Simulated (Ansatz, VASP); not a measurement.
**One calculation of Y2HfF, two programs**

```
Y Hf F
1.0
     4.28657    0.00000    0.00000
     0.00000    4.28657    0.00000
     0.00000    0.00000    8.33802
Y Hf F
4 2 2
Direct
  0.00000 0.50000 0.64528
  0.50000 0.00000 0.35472
  0.50000 0.50000 0.00000
  0.00000 0.00000 0.00000
  0.50000 0.00000 0.70472
  0.00000 0.50000 0.29528
  0.00000 0.50000 0.90107
  0.50000 0.00000 0.09893
```

Change from the starting cell: species swapped into the CsAgCl2 type (P4/nmm, No. 129).

Alike in both runs: task single point; functional PBE; k mesh 4 × 4 × 2; occupations gaussian, width 0.1 eV; no spin polarisation.

|  | VASP | Ansatz |
| --- | --- | --- |
| version | VASP 6.6.1 | Ansatz 0.2.0 |
| potentials or method | VASP PAW PBE potentials, release 64 (Y_sv, Hf_pv, F) | scalar-relativistic, plane waves, PAW |
| plane-wave cutoff (eV) | 520 | 420 |
| valence electrons in the cell | 78 | 110 |

```csv
,VASP,Ansatz,Ansatz less VASP
gap on the k mesh at the Fermi level (eV),none,none,-
pressure (GPa),19.5,19.6,+0.18
largest component of the traceless stress (GPa),2.85,2.87,+0.021
rms of the force components (eV/Å),0.538,0.534,-0.0040
```

Atom by atom the forces differ by 0.005 eV/Å (rms over components). A gap of «none» marks a metal or a gap that the smearing closes. The two sets of potentials don't hold the same shells in valence.

Caveats: the k mesh is coarse (spacing up to 0.38 Å⁻¹), so the values aren't converged; so large a pressure means that the cell lies far from this level's equilibrium, or that cutoff or potentials fall short (VASP); forces of over 1 eV/Å show positions far from the minimum, so gaps and moduli don't describe the material at rest. The runs have no spin-orbit coupling, so splittings on Hf are missing.
